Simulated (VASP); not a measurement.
Elastic constants (GPa) of a crystal from VASP 6.6.1 with PBEsol GGA, VASP's PBE PAW potentials (set 64):

```tsv
	xx	yy	zz	yz	xz	xy
xx	183.6	45.4	45.4	0.0	0.0	0.0
yy	45.4	183.6	45.4	0.0	0.0	0.0
zz	45.4	45.4	183.6	0.0	0.0	0.0
yz	0.0	0.0	0.0	71.8	0.0	0.0
xz	0.0	0.0	0.0	0.0	71.8	0.0
xy	0.0	0.0	0.0	0.0	0.0	71.8
```

Finite-difference elastic constants of metals are sensitive to mesh and smearing; shear constants can be off by tens of GPa.

Question: Work out the Voigt, Reuss and Hill moduli, Young's modulus and Poisson's ratio.

Answer: All eigenvalues are positive (smallest 71.8 GPa), so the crystal is stable. K_V = (C11+C22+C33+2(C12+C13+C23))/9 = (550.8 + 2×136.2)/9 = 91.5 GPa; G_V = (550.8 − 136.2 + 3×215.4)/15 = 70.7 GPa. From the compliances, K_R = 91.5 GPa and G_R = 70.7 GPa. Hill: K = 91.5 GPa, G = 70.7 GPa, E = 9KG/(3K+G) = 168.7 GPa, ν = (3K−2G)/(2(3K+G)) = 0.193. K/G = 1.29, below Pugh's 1.75; universal anisotropy A^U = 0.00.

Question: With a density of 3.09 g/cm³, what are the mean sound speeds?

Answer: v_l = √((K+4G/3)/ρ) = 7.75 km/s and v_t = √(G/ρ) = 4.78 km/s. The crystal is Al3Sc (L1_2), cubic.

The compound is Al3Sc in the L1_2 structure. It was relaxed first.
